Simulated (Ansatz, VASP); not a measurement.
# ZrSi2N4 (ZrSi2N4 monolayer): VASP beside Ansatz, part 2 of 2

Aim: how closely do two programs agree when they are given the same cell, functional and k mesh? The structure shown is the start of the Ansatz relaxation below; VASP solves that cell, so the two are compared at the walk's first step.

VASP 6.6.1 and Ansatz 0.2.0.

So far: The starting structure; Ansatz: relaxation, PBE with D3(BJ).

## 3. VASP: single point, PBE with D3(BJ), start cell

Level of this step: PBE with D3(BJ); plane waves and PAW (N, Si, Zr_sv) (VASP).

The same cell, functional, mesh and smearing now go to VASP, with its own data sets.

Lines of VASP's logs that name or quote its potential files are left out, and so is its time.

INCAR reads:

```
SYSTEM = ZrSi2N4
PREC = Accurate
ENCUT = 520
EDIFF = 1E-06
NELM = 120
ISMEAR = -1
SIGMA = 0.05
LREAL = .FALSE.
ALGO = Normal
GGA = PE
IVDW = 12
NBANDS = 27
LASPH = .TRUE.
LORBIT = 11
LWAVE = .FALSE.
LCHARG = .FALSE.
ISIF = 2
LDIPOL = .TRUE.
IDIPOL = 3
DIPOL = 0.5 0.5 0.5
LVHAR = .TRUE.
GGA_COMPAT = .FALSE.
EFERMI = MIDGAP
NELMDL = -8
KPAR = 2
```

POSCAR reads:

```
ZrSi2N4
1.0
    2.9200000000      0.0000000000      0.0000000000
   -1.4600000000      2.5287940000      0.0000000000
    0.0000000000      0.0000000000     45.9641520000
N Si Zr
4 2 1
Direct
    0.0000000000      0.0000000000      0.4188046371
    0.3333333992      0.6666667985      0.4670907885
    0.3333333992      0.6666667985      0.5329092115
    0.0000000000      0.0000000000      0.5811953629
    0.3333333992      0.6666667985      0.4290176397
    0.3333333992      0.6666667985      0.5709823603
    0.0000000000      0.0000000000      0.5000000000
```

KPOINTS reads:

```
Automatic mesh
0
Gamma
12 12 1
0 0 0
```

Potentials, in the order of the species: N, Si and Zr_sv (PBE family, release 64).

Command:

```bash
$ mpirun -np 2 vasp_std
```

Numbers of over 12 decimals in the logs are rounded to 6 here.

Log:

```text
[banner, memory and clock lines left out]
running    2 mpi-ranks, on    1 nodes
 distrk:  each k-point on    1 cores,    2 groups
 distr:  one band on    1 cores,    1 groups

 POSCAR found type information on POSCAR N SiZr
 POSCAR found :  3 types and       7 ions
 LDA part: xc-table for (Slater+PW92), standard interpolation
 POSCAR, INCAR and KPOINTS ok, starting setup
 FFT: planning ... GRIDC
 FFT: planning ... GRID_SOFT
 FFT: planning ... GRID
 WAVECAR not read
 entering main loop
       N       E                     dE             d eps       ncg     rms          rms(c)
DAV:   1     0.369893339007E+03    0.36989E+03   -0.17463E+04  1218   0.115E+03
DAV:   2    -0.137600968014E+02   -0.38365E+03   -0.37206E+03  1477   0.292E+02
DAV:   3    -0.663269805422E+02   -0.52567E+02   -0.52239E+02  1485   0.109E+02
DAV:   4    -0.685988253961E+02   -0.22718E+01   -0.22645E+01  1572   0.235E+01
DAV:   5    -0.687044246439E+02   -0.10560E+00   -0.10558E+00  1572   0.282E+00
DAV:   6    -0.687056370205E+02   -0.12124E-02   -0.12123E-02  1532   0.415E-01
DAV:   7    -0.687056663080E+02   -0.29287E-04   -0.29287E-04  1500   0.572E-02
DAV:   8    -0.687056673148E+02   -0.10069E-05   -0.10069E-05  1516   0.101E-02    0.276E+01
DAV:   9    -0.593638587200E+02    0.93418E+01   -0.72447E+01  1258   0.376E+01    0.135E+01
DAV:  10    -0.593636777180E+02    0.18100E-03   -0.26681E+01  1365   0.222E+01    0.973E+00
DAV:  11    -0.580936321449E+02    0.12700E+01   -0.46845E+00  1285   0.110E+01    0.255E+00
DAV:  12    -0.581206055439E+02   -0.26973E-01   -0.39345E-01  1579   0.283E+00    0.143E+00
DAV:  13    -0.581111462444E+02    0.94593E-02   -0.10877E-01  1285   0.157E+00    0.550E-01
DAV:  14    -0.581077959447E+02    0.33503E-02   -0.17025E-02  1385   0.748E-01    0.129E-01
[...]
DAV:  22    -0.581084543147E+02   -0.58549E-04   -0.21025E-06  1096   0.634E-03    0.179E-03
DAV:  23    -0.581085022408E+02   -0.47926E-04   -0.20275E-06  1012   0.519E-03    0.131E-03
DAV:  24    -0.581085252566E+02   -0.23016E-04   -0.69224E-07   980   0.269E-03    0.108E-03
DAV:  25    -0.581085360504E+02   -0.10794E-04   -0.37142E-07  1015   0.223E-03    0.574E-04
DAV:  26    -0.581085399466E+02   -0.38961E-05   -0.78230E-08   945   0.920E-04    0.367E-04
DAV:  27    -0.581085426155E+02   -0.26690E-05   -0.66432E-08   948   0.770E-04    0.188E-04
DAV:  28    -0.581085440863E+02   -0.14708E-05   -0.40016E-08   875   0.490E-04    0.109E-04
DAV:  29    -0.581085444683E+02   -0.38194E-06   -0.73823E-09   771   0.349E-04
   1 F= -.59876493E+02 E0= -.59873244E+02  d E =-.649907E-02
```

OUTCAR, selected parts (step 3):

```text
ion  position               nearest neighbor table
   1  0.000  0.000  0.419-   5 1.75   5 1.75   5 1.75
   2  0.333  0.667  0.467-   5 1.75   7 2.26   7 2.26   7 2.27
   3  0.333  0.667  0.533-   6 1.75   7 2.26   7 2.26   7 2.27
   4  0.000  0.000  0.581-   6 1.75   6 1.75   6 1.75
   5  0.333  0.667  0.429-   1 1.75   1 1.75   2 1.75   1 1.75
   6  0.333  0.667  0.571-   4 1.75   4 1.75   3 1.75   4 1.75
   7  0.000  0.000  0.500-   2 2.26   3 2.26   2 2.26   3 2.26   2 2.27   3 2.27

  LATTYP: Found a hexagonal cell.
 ALAT       =     2.9200000000
 C/A-ratio  =    15.7411479452

 Subroutine GETGRP returns: Found 12 space group operations
 (whereof 12 operations were pure point group operations)

The static configuration has the point symmetry D_3h.

 Found     19 irreducible k-points:

   k-points           NKPTS =     19   k-points in BZ     NKDIM =     19   number of bands    NBANDS=     27

   dimension x,y,z NGX =    24 NGY =   24 NGZ =  350
   dimension x,y,z NGXF=    48 NGYF=   48 NGZF=  700

   ENCUT  =  520.0 eV  38.22 Ry    6.18 a.u.   5.43  5.43 85.46*2*pi/ulx,y,z

   NELECT =      40.0000    total number of electrons

 k-points in reciprocal lattice and weights: Automatic mesh
   0.00000000  0.00000000  0.00000000       0.007
   0.08333333  0.00000000  0.00000000       0.042
   0.16666667  0.00000000  0.00000000       0.042
   0.25000000  0.00000000  0.00000000       0.042
   0.33333333  0.00000000  0.00000000       0.042
   0.41666667  0.00000000  0.00000000       0.042
   0.50000000  0.00000000  0.00000000       0.021
   0.08333333  0.08333333  0.00000000       0.042
   0.16666667  0.08333333  0.00000000       0.083
[...]
0.33333333  0.25000000  0.00000000       0.083
   0.33333333  0.33333333  0.00000000       0.014

 dipolmoment           0.000000      0.000000     -0.000000 electrons x Angstroem

 average (electrostatic) potential at core
       1 -70.9564       2 -69.8640       3 -69.8640       4 -70.9564       5 -92.2811
       6 -92.2811       7 -85.8058

 E-fermi :  -2.7319

 k-point     1 :       0.0000    0.0000    0.0000
  band No.  band energies     occupation
    ...
     16      -4.4703      2.00000
     17      -3.8631      2.00000
     18      -3.8631      2.00000
     19      -2.8083      1.64331
     20      -2.8083      1.64330
     21      -2.2771      0.00022
     22       0.8404      0.00000
     23       0.8404      0.00000
     24       1.8011      0.00000
     25       1.8294      0.00000
    ...

 k-point     2 :       0.0833    0.0000    0.0000
  band No.  band energies     occupation
    ...
     16      -4.4337      2.00000
     17      -4.1765      2.00000
     18      -3.7407      2.00000
     19      -3.0107      1.99246
     20      -2.9341      1.96557
     21      -2.2187      0.00007
     22       0.5998      0.00000
     23       0.9097      0.00000
     24       1.9354      0.00000
     25       2.2093      0.00000
    ...

 k-point     3 :       0.1667    0.0000    0.0000
  band No.  band energies     occupation
    ...
     16      -4.7649      2.00000
     17      -4.5173      2.00000
     18      -3.5188      2.00000
     19      -3.4407      2.00000
     20      -3.2519      1.99994
     21      -2.2516      0.00013
     22       0.4358      0.00000
     23       1.1700      0.00000
     24       2.0767      0.00000
     25       2.7692      0.00000
    ...

 Edisp (eV)   -1.76795

  Total       7.77435     7.77435   -13.69332     0.00000     0.00000     0.00000
  in kB      36.69942    36.69941   -64.64038     0.00000     0.00000     0.00000
  external pressure =        2.92 kB  Pullay stress =        0.00 kB

  energy-cutoff  :      520.00
  volume of cell :      339.40
      direct lattice vectors                 reciprocal lattice vectors
     2.920000000  0.000000000  0.000000000     0.342465753  0.197722709  0.000000000
    -1.460000000  2.528794000  0.000000000     0.000000000  0.395445418  0.000000000
     0.000000000  0.000000000 45.964152000     0.000000000  0.000000000  0.021756085

 POSITION                                       TOTAL-FORCE (eV/Angst)
 -----------------------------------------------------------------------------------
      0.00000      0.00000     19.25000         0.000000     -0.000000     -0.691686
     -0.00000      1.68586     21.46943         0.000000      0.000000      3.440266
     -0.00000      1.68586     24.49472        -0.000000      0.000000     -3.440266
      0.00000      0.00000     26.71415         0.000000     -0.000000      0.691686
     -0.00000      1.68586     19.71943         0.000000     -0.000000      1.285012
     -0.00000      1.68586     26.24472         0.000000     -0.000000     -1.285012
      0.00000      0.00000     22.98208        -0.000000     -0.000000      0.000000
 -----------------------------------------------------------------------------------
    total drift:                                0.000000     -0.000442     -0.000000

  FREE ENERGIE OF THE ION-ELECTRON SYSTEM (eV)
  ---------------------------------------------------
  free  energy   TOTEN  =       -59.8764934280 eV

  energy  without entropy=      -59.8699943626  energy(sigma->0) =      -59.87324390

 vacuum level on the upper side and lower side of the slab         3.029         3.029

 total charge
# of ion       s       p       d       tot
------------------------------------------
    1        1.223   2.685   0.000   3.907
    2        1.240   2.529   0.000   3.769
    3        1.240   2.529   0.000   3.769
    4        1.223   2.685   0.000   3.907
    5        0.673   0.957   0.000   1.629
    6        0.673   0.957   0.000   1.629
    7        2.206   6.048   1.681   9.935
--------------------------------------------------
tot          8.477  18.389   1.681  28.547

[... 3 further parts left out ...]
```

## 4. Differences

Known differences besides the potentials themselves: Ansatz cuts the interaction across the vacuum, VASP repeats the sheet with a dipole correction; the cutoff is 420 eV in Ansatz and 520 eV in VASP. Total energies have different zeros and are not compared.

Forces (eV/Å; atoms numbered as in POSCAR):

| atom | Ansatz x, y, z | VASP x, y, z |
| --- | --- | --- |
| N1 | 0.000, 0.000, -0.708 | 0.000, 0.000, -0.692 |
| N2 | 0.000, 0.000, 3.462 | 0.000, 0.000, 3.440 |
| N3 | 0.000, 0.000, -3.462 | 0.000, 0.000, -3.440 |
| N4 | 0.000, 0.000, 0.708 | 0.000, 0.000, 0.692 |
| Si5 | 0.000, 0.000, 1.299 | 0.000, 0.000, 1.285 |
| Si6 | 0.000, 0.000, -1.299 | 0.000, 0.000, -1.285 |
| Zr7 | 0.000, 0.000, 0.000 | 0.000, 0.000, 0.000 |

The forces differ by 9.4 meV/Å r.m.s., which is 0.8 % of the r.m.s. force of 1.153 eV/Å (both taken over all components). With vacuum in the cell, a pressure given here is an average over mostly empty space and none of the material.

## 5. Summary of results

```yaml
r_m_s_force_difference_single_point_pbe_with_d3_bj_start_cell: 0.82 % of the r.m.s. force
```

**Reading.** The r.m.s. force difference is 0.82 % of the r.m.s. force (single point, PBE with D3(BJ), start cell), within the 3 % picked in this series as the mark of a large difference. 1 further run of this series is not shown here. How closely two codes agree says nothing of how well the functional describes the real material.

[Lines on the potential files, build, host, timing and source positions are cut from VASP's logs without a mark.]

[Logs are printed without paths, hosts, clocks, repeated set-up lines and the standing remarks that a program may print on its own settings, such as how far it seeks lower states.]

[Hosts, paths, dates, database ids (printed as entryN), source tags and the programs' standing remarks are cut or masked in the printed files.]
